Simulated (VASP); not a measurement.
An input for Ansatz (written as the equivalent of a VASP run, and not itself run):

Ansatz 0.2 input:
```yaml
crystal:
  lattice:
    - [-1.4279542, 1.4279542, 1.4279542]
    - [1.4279542, -1.4279542, 1.4279542]
    - [1.4279542, 1.4279542, -1.4279542]
  atoms:
    - { symbol: Fe, position: [0.0000000, 0.0000000, 0.0000000], spin: 2.3 }
kpoints:
  mp_grid: { grid: [20, 20, 20] }
hamiltonian:
  xc: revpbe
  pseudopotentials: { kind: paw }
magnetization: { spin_polarized: true }
scf:
  occupations: { method: tetrahedron }
  max_iter: 100
output: { forces: true, stress: true, eigenvalues: true }
```

Problem. Write the VASP files for the same calculation (revPBE).

Solution. This is not unique; one that fits is 
INCAR:
```
# general
SYSTEM =Fe
PREC   =Accurate
ENCUT  =520   # plane-wave cut-off (eV)
LREAL  =.FALSE.
LASPH  =.TRUE.

# electronic loop
EDIFF  =1E-7
NELM   =100
ALGO   =Normal   # blocked Davidson
LMAXMIX=4   # l cut-off of mixed one-centre charges

# smearing
ISMEAR =-5

# functional
GGA    =RE   # revPBE

# spin
ISPIN  =2
MAGMOM =2.3

# ions
ISIF   =2   # forces and stress, cell fixed

# output
LWAVE  =.FALSE.
LCHARG =.TRUE.
LORBIT =11
NEDOS  =601   # DOS grid
```

### KPOINTS
```
Automatic mesh
0
Gamma
20 20 20
0 0 0
```

### POSCAR
```
Fe
1
   -1.4279542020     1.4279542020     1.4279542020
    1.4279542020    -1.4279542020     1.4279542020
    1.4279542020     1.4279542020    -1.4279542020
Fe
1
Direct
  0.0000000000   0.0000000000   0.0000000000
```

POTCAR, in this order: Fe (PBE.64 set). Program: vasp_std.

Limits of the translation: each code has its own PAW files, so the cut-off isn't converted (ENCUT is set for VASP's; basis.ecutwfc is left out, and Ansatz then takes the one that its files recommend); Ansatz stops its SCF on the density residual and VASP on the energy change (EDIFF).

The compound is Fe in the bcc structure. It was relaxed first.
